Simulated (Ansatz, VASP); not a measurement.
# C214N: VASP beside Ansatz

Aim: how closely do two programs agree when they are given the same cell, functional and k mesh? The cell is taken from a series of runs on this material, whose earlier steps may have relaxed, scaled, displaced or heated it; both programs get it as it stands.

Program: Ansatz 0.2.0. Level of theory: plane waves, with VASP 6.6.1 beside it; single point at PBE. Results are calculated unless marked as measured.

**1. The starting structure**

The cell holds 215 atoms: 214 C and 1 N. Cell: a = 10.715 Å, b = 10.715 Å, c = 10.715 Å, α = 90.0°, β = 90.0°, γ = 90.0°. It derives from C (C (Fd-3m)). Nearest the centre at fractional (0.417, 0.417, 0.417): N215 at 1.60 Å, C105 at 1.74 Å, C106 at 1.74 Å, C107 at 1.74 Å, C16 at 2.50 Å, C31 at 2.50 Å, C78 at 2.50 Å, C108 at 2.51 Å. The cell carries charge −1.

**2. Ansatz: single point, PBE**

Ansatz runs on its default PAW (the set named soft_2) files.

With cell and atoms fixed, the geometry can't cause a difference; cores, projectors, grids and the points listed under the comparison can.

The input, input.yaml:

```yaml
crystal:
  lattice:
    - [10.71468708, 0.0, 0.0]
    - [0.0, 10.71468708, 0.0]
    - [0.0, 0.0, 10.71468708]
  atoms:
    - { symbol: C, position: [0.00017774783, 0.00017002015, 5.518676e-05] }
    - { symbol: C, position: [0.00019436256, 0.16682121286, 0.16670642773] }
    - { symbol: C, position: [0.16682922648, 0.00018672068, 0.16670630529] }
    - { symbol: C, position: [0.16682932114, 0.16682129937, 7.18167e-05] }
    - { symbol: C, position: [0.0835735914, 0.08356552865, 0.08345077839] }
    - { symbol: C, position: [0.08353862015, 0.25026401861, 0.25014944761] }
    - { symbol: C, position: [0.25027228652, 0.08353140518, 0.25014982902] }
    - { symbol: C, position: [0.250272705, 0.25026452904, 0.08341613171] }
    - { symbol: C, position: [0.000400965, 0.00039327203, 0.33337048317] }
    - { symbol: C, position: [0.00035635768, 0.16700145289, 0.50004518945] }
    - { symbol: C, position: [0.1670087844, 0.00035001714, 0.50004412687] }
    - { symbol: C, position: [0.16693055437, 0.1669247044, 0.3331445116] }
    - { symbol: C, position: [0.08379543756, 0.08378894146, 0.41687314717] }
    - { symbol: C, position: [0.08418229673, 0.2504005602, 0.58285023634] }
    - { symbol: C, position: [0.25040846105, 0.08417734767, 0.58284886604] }
    - { symbol: C, position: [0.25186068596, 0.25185041461, 0.41538695688] }
    - { symbol: C, position: [0.00023592781, 0.00022869482, 0.6667331252] }
    - { symbol: C, position: [0.00031264949, 0.16687704114, 0.83338562107] }
    - { symbol: C, position: [0.16688454566, 0.00030501839, 0.83338578767] }
    - { symbol: C, position: [0.16716966544, 0.16716371569, 0.66645937343] }
    - { symbol: C, position: [0.0836742417, 0.08366668335, 0.7499727161] }
    - { symbol: C, position: [0.08367992407, 0.25020567084, 0.91679167694] }
    - { symbol: C, position: [0.25021346683, 0.08367209522, 0.91679157517] }
    - { symbol: C, position: [0.25060544466, 0.25059836903, 0.74950615032] }
    - { symbol: C, position: [0.00040097463, 0.33348539947, 0.0002787653] }
    - { symbol: C, position: [0.00035701943, 0.50015943683, 0.1668866195] }
    - { symbol: C, position: [0.16693044265, 0.33325890919, 0.16680835786] }
    - { symbol: C, position: [0.16700911726, 0.500159351, 0.00023529913] }
    - { symbol: C, position: [0.08379597871, 0.4169883341, 0.08367384132] }
    - { symbol: C, position: [0.0841837319, 0.58296397269, 0.25028600719] }
    - { symbol: C, position: [0.25186132726, 0.41550224809, 0.25173664138] }
    - { symbol: C, position: [0.25040873246, 0.58296347811, 0.08406151692] }
    - { symbol: C, position: [0.00011627169, 0.33359720544, 0.33348222774] }
    - { symbol: C, position: [-5.25118e-05, 0.50022167751, 0.5001073543] }
    - { symbol: C, position: [0.16774031376, 0.33464356878, 0.49950672315] }
    - { symbol: C, position: [0.16774181212, 0.49962031898, 0.33453000967] }
    - { symbol: C, position: [0.08368819466, 0.41692910909, 0.41681487278] }
    - { symbol: C, position: [0.08278737955, 0.58375816349, 0.58364396441] }
    - { symbol: C, position: [0.24977020567, 0.41882772718, 0.58340997604] }
    - { symbol: C, position: [0.24977302709, 0.58352191444, 0.41871247665] }
    - { symbol: C, position: [0.00022665198, 0.3336311239, 0.66664883059] }
    - { symbol: C, position: [-0.00031034976, 0.500058799, 0.83383634323] }
    - { symbol: C, position: [0.16683732617, 0.33358286503, 0.83335710644] }
    - { symbol: C, position: [0.16477059915, 0.4998712159, 0.66836224012] }
    - { symbol: C, position: [0.08252390915, 0.41702691987, 0.75092526429] }
    - { symbol: C, position: [0.08343381764, 0.583532098, 0.91691877131] }
    - { symbol: C, position: [0.25022721611, 0.41686507367, 0.91669646626] }
    - { symbol: C, position: [0.2497617951, 0.58350232789, 0.75030233745] }
    - { symbol: C, position: [0.00023628169, 0.66684787818, 0.00011374007] }
    - { symbol: C, position: [0.00031282885, 0.8335004235, 0.16676218388] }
    - { symbol: C, position: [0.16717103669, 0.66657318952, 0.16704830533] }
    - { symbol: C, position: [0.16688471162, 0.83350047526, 0.00019028174] }
    - { symbol: C, position: [0.0836746543, 0.75008726755, 0.08355206294] }
    - { symbol: C, position: [0.08367993828, 0.91690662137, 0.25009079356] }
    - { symbol: C, position: [0.2506060409, 0.74962042347, 0.2504832289] }
    - { symbol: C, position: [0.25021346054, 0.9169065803, 0.0835574465] }
    - { symbol: C, position: [0.00022716468, 0.66676300148, 0.33351610566] }
    - { symbol: C, position: [-0.00031011674, 0.83395106066, 0.49994375198] }
    - { symbol: C, position: [0.16477167788, 0.66847578769, 0.49975604856] }
    - { symbol: C, position: [0.16683758592, 0.83347158667, 0.33346754672] }
    - { symbol: C, position: [0.08252475457, 0.75103963746, 0.41691179726] }
    - { symbol: C, position: [0.08343373786, 0.91703351605, 0.58341722957] }
    - { symbol: C, position: [0.24976250765, 0.75041711206, 0.58338727255] }
[... 36 lines left out ...]
    - { symbol: C, position: [0.49963020914, 0.33464465811, 0.16761952007] }
    - { symbol: C, position: [0.50023012237, 0.50022209028, -0.00017547368] }
    - { symbol: C, position: [0.41693861413, 0.41692962211, 0.08356523803] }
    - { symbol: C, position: [0.41883649528, 0.58352456756, 0.24964710635] }
    - { symbol: C, position: [0.58353182648, 0.41882697177, 0.24964971089] }
    - { symbol: C, position: [0.58376609742, 0.5837584464, 0.08266465455] }
    - { symbol: "N", position: [0.33049772866, 0.33049344118, 0.33037772233] }
    - { symbol: C, position: [0.3210968307, 0.50930731545, 0.5091944871] }
    - { symbol: C, position: [0.50931719435, 0.32108871665, 0.50919270844] }
    - { symbol: C, position: [0.50931826244, 0.50931062472, 0.3209724041] }
    - { symbol: C, position: [0.41527301425, 0.58207169023, 0.58195721031] }
    - { symbol: C, position: [0.58207930725, 0.41526626994, 0.58195535225] }
    - { symbol: C, position: [0.58208033898, 0.58207260271, 0.41515087084] }
    - { symbol: C, position: [0.33403974367, 0.33403215104, 0.6658187985] }
    - { symbol: C, position: [0.33342497121, 0.50012213742, 0.83323493319] }
    - { symbol: C, position: [0.50012987546, 0.33341748965, 0.83323461494] }
    - { symbol: C, position: [0.49916730564, 0.49915940871, 0.66541903743] }
    - { symbol: C, position: [0.41668297265, 0.41667502694, 0.74938731651] }
    - { symbol: C, position: [0.41674132738, 0.58335958088, 0.91655175372] }
    - { symbol: C, position: [0.58336742238, 0.41673355392, 0.91655156368] }
    - { symbol: C, position: [0.58282458574, 0.5828167651, 0.74924126984] }
    - { symbol: C, position: [0.3336387198, 0.66676307319, 0.00010468825] }
    - { symbol: C, position: [0.33359039862, 0.83347158778, 0.166714783] }
    - { symbol: C, position: [0.49987962019, 0.66847649063, 0.16464774704] }
    - { symbol: C, position: [0.50006637079, 0.83395119381, -0.00043269558] }
    - { symbol: C, position: [0.41703477571, 0.75103981274, 0.08240166788] }
    - { symbol: C, position: [0.41687297893, 0.91681122856, 0.25010434942] }
    - { symbol: C, position: [0.58351011649, 0.75041690245, 0.24963908449] }
    - { symbol: C, position: [0.58353987758, 0.91703346259, 0.0833112148] }
    - { symbol: C, position: [0.33404025189, 0.66593354117, 0.33391716592] }
    - { symbol: C, position: [0.33342511657, 0.83334990674, 0.50000700125] }
    - { symbol: C, position: [0.49916696792, 0.66553428863, 0.49904449544] }
    - { symbol: C, position: [0.50013000702, 0.83334968822, 0.33330210492] }
    - { symbol: C, position: [0.41668275221, 0.74950208085, 0.41656018946] }
    - { symbol: C, position: [0.41674130312, 0.9166670674, 0.58324424382] }
    - { symbol: C, position: [0.58282458298, 0.74935641865, 0.5827018956] }
    - { symbol: C, position: [0.58336752941, 0.91666676593, 0.41661816224] }
    - { symbol: C, position: [0.33328864172, 0.66760010355, 0.66748523902] }
    - { symbol: C, position: [0.33346272508, 0.83382660049, 0.83371133745] }
    - { symbol: C, position: [0.49996096474, 0.66666960044, 0.83306443837] }
    - { symbol: C, position: [0.49996102033, 0.83317955553, 0.66655454595] }
    - { symbol: C, position: [0.41653657774, 0.75055073298, 0.75043538205] }
    - { symbol: C, position: [0.41691329347, 0.91705542061, 0.91693991086] }
    - { symbol: C, position: [0.58347715517, 0.75015454843, 0.91637455038] }
    - { symbol: C, position: [0.58347723756, 0.91648954537, 0.75003937617] }
    - { symbol: C, position: [0.66685580314, 0.00022856562, 0.00011360606] }
    - { symbol: C, position: [0.66658234587, 0.1671625983, 0.1670479411] }
    - { symbol: C, position: [0.83350820619, 0.00030492442, 0.16676193232] }
    - { symbol: C, position: [0.83350816526, 0.16687693879, 0.00019014936] }
    - { symbol: C, position: [0.75009531851, 0.08366657681, 0.08355170107] }
    - { symbol: C, position: [0.74962906768, 0.25059783508, 0.25048294371] }
    - { symbol: C, position: [0.9169139706, 0.08367202393, 0.25009070693] }
    - { symbol: C, position: [0.91691414183, 0.25020547821, 0.08355735576] }
    - { symbol: C, position: [0.66677109224, 0.00021953304, 0.33351552385] }
    - { symbol: C, position: [0.66848458991, 0.16476316321, 0.49975642768] }
    - { symbol: C, position: [0.8339586072, -0.00031787737, 0.49994366305] }
    - { symbol: C, position: [0.83347941632, 0.16682974828, 0.33346759098] }
    - { symbol: C, position: [0.75104745063, 0.08251660092, 0.41691178498] }
    - { symbol: C, position: [0.75042456759, 0.24975417937, 0.58338687413] }
    - { symbol: C, position: [0.91704053579, 0.08342598991, 0.58341735762] }
    - { symbol: C, position: [0.91681825385, 0.25021962385, 0.41675036956] }
    - { symbol: C, position: [0.66689149514, -0.0003401259, 0.6667687263] }
    - { symbol: C, position: [0.66687111033, 0.16667230343, 0.83356723089] }
    - { symbol: C, position: [0.83349302196, 9.038665e-05, 0.83337037583] }
    - { symbol: C, position: [0.83368995602, 0.16667212976, 0.66674882149] }
    - { symbol: C, position: [0.75017764039, 0.08334323885, 0.75005485029] }
    - { symbol: C, position: [0.75013508619, 0.25004201697, 0.91688406714] }
    - { symbol: C, position: [0.91687319314, 0.08352757868, 0.91675057919] }
    - { symbol: C, position: [0.91700673674, 0.25004197443, 0.75001252194] }
    - { symbol: C, position: [0.66677102344, 0.33363100487, 0.00010443781] }
    - { symbol: C, position: [0.66848387994, 0.499871039, 0.16464892999] }
    - { symbol: C, position: [0.83347920903, 0.33358239914, 0.16671485678] }
    - { symbol: C, position: [0.83395857118, 0.5000587407, -0.00043259801] }
    - { symbol: C, position: [0.75104725814, 0.41702666013, 0.08240218192] }
    - { symbol: C, position: [0.75042463885, 0.58350218387, 0.24963984926] }
    - { symbol: C, position: [0.91681845277, 0.41686497082, 0.25010457869] }
    - { symbol: C, position: [0.91704087295, 0.58353219158, 0.08331145655] }
    - { symbol: C, position: [0.66594233527, 0.33403222216, 0.33391744847] }
    - { symbol: C, position: [0.66554184354, 0.49915945446, 0.49904396485] }
    - { symbol: C, position: [0.83335709756, 0.33341746266, 0.50000738389] }
    - { symbol: C, position: [0.8333572584, 0.50012200822, 0.33330255362] }
    - { symbol: C, position: [0.7495103455, 0.41667522942, 0.41656024379] }
    - { symbol: C, position: [0.74936368335, 0.5828167197, 0.58270171342] }
    - { symbol: C, position: [0.91667376015, 0.4167332926, 0.58324504663] }
    - { symbol: C, position: [0.91667432504, 0.5833594611, 0.41661853439] }
    - { symbol: C, position: [0.66760731479, 0.33328120599, 0.66748414055] }
    - { symbol: C, position: [0.66667721112, 0.49995329919, 0.83306446124] }
    - { symbol: C, position: [0.83383391549, 0.33345493467, 0.83371129476] }
    - { symbol: C, position: [0.83318705675, 0.49995333663, 0.66655460386] }
    - { symbol: C, position: [0.75055775574, 0.41652902408, 0.75043527002] }
    - { symbol: C, position: [0.75016227541, 0.58346942303, 0.91637440822] }
    - { symbol: C, position: [0.91706246986, 0.41690564437, 0.91694018976] }
    - { symbol: C, position: [0.91649700574, 0.58346944761, 0.75003970894] }
    - { symbol: C, position: [0.66689166152, 0.66688375396, -0.00045535833] }
    - { symbol: C, position: [0.66687151365, 0.83368255953, 0.16655693938] }
    - { symbol: C, position: [0.83369011623, 0.66686368723, 0.16655716342] }
    - { symbol: C, position: [0.83349318584, 0.83348533141, -2.465651e-05] }
    - { symbol: C, position: [0.75017776767, 0.75016999194, 0.08322816272] }
    - { symbol: C, position: [0.75013522742, 0.91699916291, 0.24992691528] }
    - { symbol: C, position: [0.91700685921, 0.75012739626, 0.24992713737] }
    - { symbol: C, position: [0.9168732065, 0.91686544721, 0.08341265607] }
    - { symbol: C, position: [0.66760783911, 0.66760009224, 0.33316576699] }
    - { symbol: C, position: [0.66667723677, 0.83317964863, 0.49983814539] }
    - { symbol: C, position: [0.83318694979, 0.66666976569, 0.49983834624] }
    - { symbol: C, position: [0.833834316, 0.83382627973, 0.33334002046] }
    - { symbol: C, position: [0.75055824033, 0.75055059926, 0.41641372766] }
    - { symbol: C, position: [0.75016212939, 0.91648962559, 0.58335446342] }
    - { symbol: C, position: [0.9164969522, 0.75015462055, 0.58335461827] }
    - { symbol: C, position: [0.91706293913, 0.9170548153, 0.41679052558] }
    - { symbol: C, position: [0.66625451656, 0.66624689857, 0.6661318469] }
    - { symbol: C, position: [0.66674368231, 0.83325979472, 0.83314484581] }
    - { symbol: C, position: [0.83326761736, 0.66673572747, 0.83314494499] }
    - { symbol: C, position: [0.83326735436, 0.83326004748, 0.6666209448] }
    - { symbol: C, position: [0.74985071355, 0.74984296243, 0.74972801943] }
    - { symbol: C, position: [0.75014778954, 0.91676763033, 0.91665276787] }
    - { symbol: C, position: [0.91677539254, 0.7501399057, 0.91665279955] }
    - { symbol: C, position: [0.91677509921, 0.91676783811, 0.75002511704] }
  host:
    repeats: [3, 3, 3]
    atoms:
      - { symbol: C, position: [0.0, 0.0, 0.0] }
      - { symbol: C, position: [0.0, 0.5, 0.5] }
      # ... 6 more atoms of the perfect host
total_charge: -1
basis:
  ecutwfc: 420
  xc_grid: 2
hamiltonian:
  xc: pbe
kpoints:
  mp_grid: { grid: [1, 1, 1] }
magnetization:
  spin_polarized: true
  initial_magnetization: 2
  spin_locking: { lock_magnetization: hard }
scf:
  occupations: { method: fermi_dirac, width: 0.01 }
  max_iter: 60
  n_extra_bands: 16
  lower_state_search: "off"
output:
  forces: true
checkpoint:
  read: "../exc.ground.qm1_M2.run"
  write: "../exc0_qm1_M2.ground.l1.6.run"
  compress: false
  write_wavefunctions: false
  write_every: 100000
```

The run is started by

```
$ ansatz run input.yaml --threads 4 --pin off --max-ram 18841MiB --backend cpu --events-out ev --progress --plain --runs-dir out
```

Log:

```text
Warning: the atoms were moved onto the symmetric positions of the space group found under crystal.symmetry.tolerance 1.0e-5 (fractional; no operation is sought that the atoms, as they stand in a round, miss by more than twice it, and no atom is moved by as much as it), and the run uses the moved positions. Before a round's move an operation carried an atom to 5.14e-5 Å from where it should land, the largest such dist [...]
[...]
atom  51  C     -0.00469614    -0.01715525    -0.00469614
  atom  52  C      0.00780495    -0.00050274     0.00539273
  atom  53  C     -0.00052664    -0.00077308    -0.00052664
  atom  54  C     -0.01261147    -0.00269757    -0.01761306
  atom  55  C     -0.00317910     0.01390297    -0.00317910
  atom  56  C     -0.01761306    -0.00269757    -0.01261147
  atom  57  C     -0.00443080    -0.00877818    -0.02934986
  atom  58  C      0.01751498    -0.00356541     0.03574519
  atom  59  C      0.13861073    -0.02621633     0.11695565
  atom  60  C     -0.00303731     0.02027754    -0.00416292
  atom  61  C      0.03987166    -0.04450601    -0.04915933
  atom  62  C      0.00655669    -0.00048907     0.00105341
  atom  63  C     -0.01463628     0.01019730     0.02512513
  atom  64  C      0.01040522    -0.00287514    -0.00056951
  atom  65  C      0.01759931     0.01256280     0.01256280
  atom  66  C      0.01232983     0.00762352     0.00762352
  atom  67  C      0.00324480     0.00497462     0.01042752
  atom  68  C      0.00324480     0.01042752     0.00497462
  atom  69  C     -0.00287784    -0.00297432    -0.00297432
  atom  70  C     -0.01261347    -0.00783457    -0.00783457
  atom  71  C      0.00315139     0.00765209    -0.00232692
  atom  72  C      0.00315139    -0.00232692     0.00765209
  atom  73  C      0.06544040    -0.01419877    -0.01419877
  atom  74  C      0.32413074    -0.04629347    -0.04629347
[...]
atom 208  C      0.02233565     0.02233565     0.02233565
  atom 209  C      0.00572814     0.01399147     0.01399147
  atom 210  C      0.01399147     0.00572814     0.01399147
  atom 211  C      0.01399147     0.01399147     0.00572814
  atom 212  C     -0.00542788    -0.00542788    -0.00542788
  atom 213  C     -0.00795880    -0.00373932    -0.00373932
  atom 214  C     -0.00373932    -0.00795880    -0.00373932
  atom 215  C     -0.00373932    -0.00373932    -0.00795880
  max |Σ_I F_I| component: 3.50e-6 eV/Å
```

(Continued in part 2 of 2.)

[Lines on the potential files, build, host, timing and source positions are cut from VASP's logs without a mark.]

[Logs are printed without paths, hosts, clocks, repeated set-up lines and the standing remarks that a program may print on its own settings, such as how far it seeks lower states.]

[Hosts, paths, dates, database ids (printed as entryN), source tags and the programs' standing remarks are cut or masked in the printed files.]
